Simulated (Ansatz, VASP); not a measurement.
# TmSb: VASP beside Ansatz, part 2 of 2

One calculation is typed for both programs; each brings its own data sets. How far apart do they land? The cell is taken from a series of VASP runs on this material, whose earlier steps may have relaxed, scaled or displaced it; both programs get it as it stands. Valence electrons are named where the data sets of a main pair hold unlike numbers.

VASP 6.6.1 and Ansatz 0.2.0.

So far: Starting point; VASP: relaxation of cell and atoms, LDA, DFT+U.

In doubt: a part-filled 4f shell, where there is one, can sit in one of many states, so energies may not be the lowest and differences between runs may mislead; derivatives with an open 4f shell can jump between states, which bears on forces and vibrations.

**3. Ansatz: relaxation of cell and atoms, LDA, DFT+U**

Level of this step: Ansatz beside VASP: Kohn-Sham DFT, plane waves, LDA, DFT+U (Ansatz).

Ansatz runs on its default PAW (the set named soft_2) files.

The same cell, functional (in two slightly different forms), mesh and smearing now go to Ansatz, which takes its cutoff from its data sets.

Contents of input.yaml:

```yaml
crystal:
  lattice:
    - [0.0, 3.0376726779, 3.0376726779]
    - [3.0376726779, 0.0, 3.0376726779]
    - [3.0376726779, 3.0376726779, 0.0]
  atoms:
    - { symbol: Tm, position: [0.5, 0.5, 0.5], spin: 2.0 }
    - { symbol: Sb, position: [0.0, 0.0, 0.0] }
hamiltonian:
  xc: lda
  pseudopotentials: { kind: paw }
  hubbard: { sites: [{ species: Tm, l: f, u_eff: 7.0 }] }
magnetization:
  spin_polarized: true
kpoints:
  mp_grid: { grid: [6, 6, 6] }
scf:
  occupations: { method: gaussian, width: 0.05 }
relax:
  f_tol: 0.01
  max_steps: 60
  cell: { stress_tol: 0.05 }
output:
  forces: true
  stress: true
  write_density: true
  write_potential: true
  elf: true
  volumetric_format: npy
```

Started as:

```
$ ansatz run input.yaml --threads 4 --pin off --max-ram 9216MiB --backend cpu --events-out ev --progress --plain --runs-dir out
```

Numbers of over 12 decimals in the logs are rounded to 6 here.

Log:

```text
Tm: projections on atomic orbitals take those of the free atom [Kr 4d10] 4f13 5s2 5p6 5d0 6s2, of charge +0.00 (hamiltonian.pseudopotentials.projection_atoms); the dataset's partial waves leave at most 2.0e-4 of an orbital's norm unspanned inside its sphere
Sb: projections on atomic orbitals take those of the free atom [Kr] 4d10 5s2 5p3, of charge +0.00 (hamiltonian.pseudopotentials.projection_atoms); the dataset's partial waves leave at most 3.6e-6 of an orbital's norm unspanned inside its sphere
Engine: ansatz 0.2.0, aarch64-unknown-linux-gnu
Pseudopotentials: kind: paw
Pseudopotential: Tm, paw, valence charge 23, recommended cutoff 420 eV (normal), Tm.paw.azcp
Pseudopotential: Sb, paw, valence charge 15, recommended cutoff 420 eV (normal), Sb.paw.azcp
Functional definition: SPW92
  exchange = slater_x
  correlation = pw_c
Crystal: 2 atoms, lattice volume = 56.060 Å³
Basis set: ecut = 420 eV, 1067 PW (Γ)
Bands: 24, of which v1, the nominal top of the filled ones, is band 19 counted from 1 (18 counted from 0)
Symmetry: 48 space group operations
Space group: Fm-3m (ITA 225), of the structure as read, at distance tolerance 3.8e-5 Å
Magnetic group: BNS 225.116 (UNI 1618), of the structure as read, at distance tolerance 3.8e-5 Å
k-points: 16 of 216
Non-local potential: Tm, projectors of the file, l = 0: 3, l = 1: 2, l = 2: 2, l = 3: 3
Non-local potential: Sb, projectors of the file, l = 0: 2, l = 1: 2, l = 2: 2, l = 3: 2
PAW form: soft (Blöchl's): semilocal exchange-correlation on the pseudo side does not see the compensation charge
PAW frozen core: Tm, regenerated for the run's functional, and the local potential with it (the file was generated under x = pbe(κ = 0.804, μ = 0.219515), c = pbe(β = 0.066725))
PAW frozen core: Sb, regenerated for the run's functional, and the local potential with it (the file was generated under x = pbe(κ = 0.804, μ = 0.219515), c = pbe(β = 0.066725))
PAW one-centre angular grid: Tm, 590 points (default); XC on 64 Gauss nodes
PAW one-centre angular grid: Sb, 590 points (default); XC on 64 Gauss nodes
Initial density: superposition of atomic densities (chi_scale 0.1, normalization cell, long waves kept (reshape's long-wave potential 0.00 eV rms))
Starting moments: Σ|m| = 2 μB on 1 of 2 sites
Initial wavefunctions: pseudopotential atomic-orbital guess
Functional: x = slater, c = lda
SCF iter   1: F=—  HF=-19021.621013 eV  |F-HF|=—  |Δ(HF+E_count)|=         —  Δρ=2.31e-1 (↑3.73e-2 ↓2.31e-1)  dr2=3.27e1  dr2_m=5.36e0  M=0.348 μB ∫|m|=0.348 μB  β_m=0.30  ethr=3.10e-3  ⟨swp⟩=5.6  Hψ=3180  notcnv=0
preconditioner: auto → none  [insulator: Δε(μ)=0.060 eV  Ē_g=16.905 eV  σ=0.050 eV  W_gap=0.50  n_scr=14 (ndim 8)  ℏωp=29.8 eV  f_vac=0.000  D(μ)=2.42/eV (n_scr^D=14)  ε∞_Penn≈4.1]
SCF iter   2: F=—  HF=-19037.492033 eV  |F-HF|=—  |Δ(HF+E_count)|=    1.59e1  Δρ=9.30e-1 (↑1.26e-1 ↓9.30e-1)  dr2=4.24e2  dr2_m=8.62e1  M=6.476 μB ∫|m|=6.504 μB  β_m=1.00  ethr=3.10e-3  ⟨swp⟩=6.2  Hψ=7185  notcnv=0
automatic band count: the SCF goes on with 28 bands, as 24 were too few: the levels above may hold too much charge
preconditioner: auto → Kerker (q_TF=auto, 2.557 Å⁻¹)  [metal: Δε(μ)=0.016 eV  Ē_g=11.115 eV  σ=0.050 eV  W_gap=0.18  n_scr=14 (ndim 8)  ℏωp=25.3 eV  f_vac=0.000  D(μ)=1.68/eV (n_scr^D=14)]
spin=Collinear: Kerker preconditioning applied to the charge; magnetization (m = ρ↑ − ρ↓) channel mixes plain (no charge-response kernel on spin).
SCF iter   3: F=—  HF=-19000.537450 eV  |F-HF|=—  |Δ(HF+E_count)|=    3.70e1  Δρ=4.97e-1 (↑3.53e-1 ↓4.97e-1)  dr2=1.01e1  dr2_m=9.28e1  M=0.892 μB ∫|m|=1.096 μB  β_m=0.30  ethr=3.10e-3  ⟨swp⟩=5.0  Hψ=3241  notcnv=0  defer=105
SCF iter   4: F=—  HF=-19006.813691 eV  |F-HF|=—  |Δ(HF+E_count)|=    6.28e0  Δρ=2.43e-1 (↑2.43e-1 ↓1.26e-1)  dr2=6.39e0  dr2_m=1.74e1  M=1.998 μB ∫|m|=2.052 μB  β_m=0.30  ethr=3.10e-3  ⟨swp⟩=3.7  Hψ=2246  notcnv=0  defer=76
SCF iter   5: F=—  HF=-19010.832809 eV  |F-HF|=—  |Δ(HF+E_count)|=    4.02e0  Δρ=2.25e-1 (↑1.80e-1 ↓2.25e-1)  dr2=9.43e-1  dr2_m=2.11e1  M=1.279 μB ∫|m|=1.319 μB  β_m=0.30  ethr=3.10e-3  ⟨swp⟩=3.4  Hψ=2005  notcnv=0  defer=74
SCF iter   6: F=—  HF=-19013.582225 eV  |F-HF|=—  |Δ(HF+E_count)|=    2.75e0  Δρ=1.28e-1 (↑1.28e-1 ↓5.75e-2)  dr2=2.38e0  dr2_m=4.37e0  M=1.713 μB ∫|m|=1.750 μB  β_m=0.30  ethr=2.48e-3  ⟨swp⟩=2.9  Hψ=2139  notcnv=0  defer=72
SCF iter   7: F=—  HF=-19015.749315 eV  |F-HF|=—  |Δ(HF+E_count)|=    2.17e0  Δρ=9.61e-2 (↑9.61e-2 ↓3.98e-2)  dr2=1.45e0  dr2_m=2.35e0  M=1.713 μB ∫|m|=1.735 μB  β_m=0.30  ethr=2.48e-3  ⟨swp⟩=2.6  Hψ=1675  notcnv=0  defer=72
SCF iter   8: F=—  HF=-19016.432328 eV  |F-HF|=—  |Δ(HF+E_count)|=   6.83e-1  Δρ=7.08e-2 (↑7.08e-2 ↓5.08e-2)  dr2=1.56e-1  dr2_m=1.90e0  M=1.583 μB ∫|m|=1.597 μB  β_m=0.30  ethr=2.48e-3  ⟨swp⟩=2.8  Hψ=1585  notcnv=0  defer=72
Mixer restart at iter 8: flushing history
spin-set hold released at iteration 8 (site moments contracting): the magnetisation degrees of freedom join the quasi-Newton model from the next iteration; the mixer history was flushed
[...]
k-point 1 ↑: bands = [... 15 lower, 8.2281, 8.2281, 10.0753, 10.9919, 10.9919, 13.4794, 13.6528, 13.6528, ... 5 higher]
  k-point 2 ↑: bands = [... 15 lower, 8.3058, 8.3058, 8.5421, 9.9589, 9.9589, 13.8802, 14.6863, 14.6863, ... 5 higher]
  k-point 15 ↓: bands = [... 15 lower, 9.1282, 9.1492, 9.4413, 9.5353, 13.2776, 14.5594, 15.7233, 15.8937, ... 5 higher]
Occupation matrices written to <dir>
--- The result so far, ahead of a search for a lower minimum behind the relaxation; the run's own can be another ---
--- Relaxed structure (6 steps of the walk, 6 accepted, 2 SCFs on fresh bases) ---
  F+E_penalty+E_count = -19018.95299306 eV   max|allowed force component| = 3.090e-29 eV/Å   (the final SCF, on the basis selected at the relaxed cell)
  cell:  # Å, volume = 57.6770 Å³
    - [0, 3.066604, 3.066604]
    - [3.066604, 0, 3.066604]
    - [3.066604, 3.066604, 0]
  atoms:
    - { symbol: Tm, position: [0.5, 0.5, 0.5] }
    - { symbol: Sb, position: [0, 0, 0] }
--- Search for a lower minimum behind the relaxation: the rows below count on from the relaxation's ---
Stability of the state it starts from, as read at its close in the collinear treatment: not read negative (Ritz values of 1 − χ₀K, real part plus size of imaginary part, from 0.84 to 0.98, by its mixing steps under the symmetry group of the SCF that read it); its run was given moments
iter 1 solved again at ethr=1.38e-7 eV; its pass at ethr=3.10e-3 eV (dr2=5.23e-5 eV) is discarded
SCF iter   1: F=—  HF=-19018.952993 eV  |F-HF|=—  |Δ(HF+E_count)|=         —  Δρ=1.06e-6 (↑1.06e-6 ↓8.24e-7)  dr2=1.59e-9  dr2_m=1.35e-11  M=1.178 μB ∫|m|=1.196 μB  β_m=0.30  ethr=1.38e-7  ⟨swp⟩=4.0  Hψ=7029  notcnv=0
eigensolver tolerance schedule: the retry pair's looser diagonalisation over-reported the residual by 32905.03 of it (diagonalisation noise at an unbounded share of the residual, at the tolerance the schedule requests for it); recorded, not acted on — ethr = c·dr2/N_el stays at c = 1.0e-1
preconditioner: auto → Kerker (q_TF=auto, 2.545 Å⁻¹)  [metal: Δε(μ)=0.043 eV  Ē_g=18.794 eV  σ=0.050 eV  W_gap=0.42  n_scr=14 (ndim 8)  ℏωp=29.3 eV  f_vac=0.000  D(μ)=2.37/eV (n_scr^D=14)]
spin=Collinear: Kerker preconditioning applied to the charge; magnetization (m = ρ↑ − ρ↓) channel mixes plain (no charge-response kernel on spin).
SCF iter   2: F=-19018.952993 eV  HF=-19018.952993 eV  |F-HF|=7.49e-10  |Δ(HF+E_count)|=   1.09e-7  Δρ=7.25e-7 (↑4.80e-7 ↓7.25e-7)  dr2=6.03e-10  dr2_m=1.14e-11  M=1.178 μB ∫|m|=1.196 μB  ethr=4.18e-12  ⟨swp⟩=5.7  Hψ=3610  notcnv=0
SCF 1 converged in 2 iterations: F = -19018.952993 eV  dr2 = 6.03e-10
iter 1 solved again at ethr=1.59e-12 eV; its pass at ethr=2.63e-6 eV (dr2=6.03e-10 eV) is discarded
SCF iter   1: F=—  HF=-19018.952993 eV  |F-HF|=—  |Δ(HF+E_count)|=         —  Δρ=7.25e-7 (↑4.80e-7 ↓7.25e-7)  dr2=6.02e-10  dr2_m=1.14e-11  M=1.178 μB ∫|m|=1.196 μB  ethr=1.59e-12  ⟨swp⟩=1.3  Hψ=10660  notcnv=0
spin=Collinear: Kerker preconditioning applied to the charge; magnetization (m = ρ↑ − ρ↓) channel mixes plain (no charge-response kernel on spin).
SCF iter   2: F=—  HF=-19018.952988 eV  |F-HF|=—  |Δ(HF+E_count)|=   4.99e-6  Δρ=4.16e-5 (↑2.04e-5 ↓4.16e-5)  dr2=1.67e-6  dr2_m=7.31e-8  M=1.178 μB ∫|m|=1.196 μB  ethr=2.63e-6  ⟨swp⟩=1.6  Hψ=6937  notcnv=0
SCF iter   3: F=-19018.952993 eV  HF=-19018.952993 eV  |F-HF|=2.59e-8  |Δ(HF+E_count)|=   4.95e-6  Δρ=5.49e-6 (↑2.75e-6 ↓5.49e-6)  dr2=2.68e-8  dr2_m=1.04e-9  M=1.178 μB ∫|m|=1.196 μB  ethr=2.63e-10  ⟨swp⟩=2.6  Hψ=5751  notcnv=0
SCF converged after 8 iterations
Magnetization: 1.1779 μB (19.5890 up, 18.4110 down)
Absolute magnetization: 1.1839 μB (∫|ρ↑−ρ↓|, with the PAW one-centre terms)
Spin contamination: 0.0052 ħ² per cell (⟨S²⟩ above its minimum at these occupations)
Per-site moments (μB) at R_I (Å): [(1.072834, 1.264974), (0.047738, 1.264974)]
Free energy (F): -19018.952993 eV
Harris-Foulkes:  -19018.952993 eV  (|F-HF|=7.28e-12)
Internal energy: -19018.950029 eV  (E = F + TS)
E sigma→0 (E₀):  -19018.951511 eV
Entropy (-TS):   -0.002965 eV (-1.482 meV/atom)
Fermi energy:    10.241163 eV
--- Per-component energies (eV) ---
  E_band       = -157.213557
  E_kinetic    = 561.798432
  E_local      = -7812.642106  (includes V_loc(G=0)·N_el)
  E_nonlocal   = 1890.951361
  E_hartree    = 3359.678705
  E_xc         = -301.987244
  E_vxc        = -291.748341  (∫ρ·V_xc dr)
  E_hubbard    = 0.396702  (on-site DFT+U / exact-exchange correction)
  E_vhub       = -44.304844  (the Hubbard potential's part of the band-sum identity)
  E_paw        = -11778.868215  (= ΣΔE_a)
  E_vpaw       = -1180.625412  (= ΣTr[D̂ρ^β])
  E_aug_tail   = 0.000017  (compensation charges beyond the density's cutoff)
  E_ewald      = -4940.864278
  E_core_change = 2.586597  (= ΣΔE_core)
  E_smearing   = -0.002965  (= −TS)
  E_closure    = 0.000000  (closes the sum)
  Σ components = -19018.952993   (vs F -19018.952993, Δ=0.00e0)
--- Forces (eV/Å), atoms counted from 1 ---
  atom   1  Tm     0.00000000    -0.00000000    -0.00000000
  atom   2  Sb    -0.00000000     0.00000000     0.00000000
  max |Σ_I F_I| component: 5.60e-29 eV/Å
--- Stress (GPa, compression-positive) ---
        0.002060       0.000000       0.000000
        0.000000       0.002060      -0.000000
        0.000000      -0.000000       0.002060
  P = ⅓ Tr σ = 0.0021 GPa (0.021 kbar)
--- Band table (eV; the first three rows and the last of 32) ---
  k-point 0 ↑: bands = [... 15 lower, 8.2136, 8.2136, 11.9690, 11.9690, 11.9690, 13.1581, 13.1581, 13.1581, ... 5 higher]
  k-point 1 ↑: bands = [... 15 lower, 8.2281, 8.2281, 10.0753, 10.9919, 10.9919, 13.4794, 13.6528, 13.6528, ... 5 higher]
  k-point 2 ↑: bands = [... 15 lower, 8.3058, 8.3058, 8.5421, 9.9589, 9.9589, 13.8802, 14.6863, 14.6863, ... 5 higher]
  k-point 15 ↓: bands = [... 15 lower, 9.1282, 9.1492, 9.4413, 9.5353, 13.2776, 14.5594, 15.7233, 15.8937, ... 5 higher]
--- Relaxed structure (6 steps of the walk, 6 accepted, 2 SCFs on fresh bases) ---
  F+E_penalty+E_count = -19018.95299306 eV   max|allowed force component| = 3.090e-29 eV/Å   (the final SCF, on the basis selected at the relaxed cell)
  cell:  # Å, volume = 57.6770 Å³
    - [0, 3.066604, 3.066604]
    - [3.066604, 0, 3.066604]
    - [3.066604, 3.066604, 0]
  atoms:
    - { symbol: Tm, position: [0.5, 0.5, 0.5] }
    - { symbol: Sb, position: [0, 0, 0] }
```

Elapsed: 76 s, on 4 threads of Arm Neoverse N1, shared host; peak memory 0.62 GiB.

**4. Differences**

Known differences besides the potentials themselves: U acts on the PAW sphere in VASP and on atomic orbitals in Ansatz, so only states and trends compare; the two LDA forms differ slightly; both relaxations stop at a tolerance, which leaves soft axes loose, and VASP keeps its plane-wave basis; the data sets hold 38 valence electrons in Ansatz (on its default PAW (the set named soft_2) files) and 28 in VASP; the cutoff is 420 eV in Ansatz and 450 eV in VASP; Ansatz makes its cores anew for this functional, VASP keeps those of its PBE data sets; VASP's log shows a relativistic correction to its local exchange, Ansatz's none; Ansatz adds a Pulay correction to the stress that steers its cell, VASP none; site moments are counted in spheres of each program's own size. Total energies have different zeros and are not compared.

The two programs side by side:

```csv
quantity,Ansatz,VASP,difference
volume (Å³),57.68,55.99,+3.01 %
"edge a after relaxation, in the typed setting (Å)",4.337,4.294,+0.99 %
total moment (μB),1.18,1.64,-0.46
moment on Tm1 (μB),1.07,1.54,-0.46
```

By their total or site moments the two runs ended in different magnetic states; the other differences may follow from that, so they don't measure the programs' precision. The walks stopped with 0.00 GPa left in Ansatz and 0.02 GPa in VASP; each walk ends within a tolerance, so the volume difference is uncertain by about these residues over the bulk modulus, most in soft cells.

A further Ansatz single point at VASP's end cell gives 1.42 GPa where VASP has 0.02 GPa.

**5. Further runs**

Further runs change the set-up of one program: Ansatz's method, potentials or start, or VASP's data sets, cutoff or form of LDA. The table gives Ansatz less VASP for each quantity, since a change that brings one quantity closer may part another.

```csv
run,volume (%),total moment (μB),"edge a after relaxation, in the typed setting (%)"
as above,3.0,-0.46,0.99
"a start from the moments at which VASP ended, with Ansatz's search for lower states switched off",3.1,-0.46,1.0
```

**6. What came out**

```yaml
difference_in_total_moment_relaxation_of_cell_and_atoms_lda_dft_u: -0.46 μB
```

**Reading.** The difference in total moment is -0.46 μB (relaxation of cell and atoms, LDA, DFT+U). The data sets hold unlike numbers of valence electrons (38 in Ansatz and 28 in VASP), so part of the differences comes from the potentials. The runs of the relaxation of cell and atoms, LDA, DFT+U pair ended with unlike moments, so it says little about numerical agreement. A pressure difference of 1.40 GPa at VASP's end cell goes with 3.0 % of volume. For relaxation of cell and atoms, LDA, DFT+U, no further run moves any of the tabulated differences by more than a quarter of its size. How closely two codes agree says nothing of how well the functional describes the real material.

[Lines on the potential files, build, host, timing and source positions are cut from VASP's logs without a mark.]

[Logs are printed without paths, hosts, clocks, repeated set-up lines and the standing remarks that a program may print on its own settings, such as how far it seeks lower states.]

[Hosts, paths, dates, database ids (printed as entryN), source tags and the programs' standing remarks are cut or masked in the printed files.]
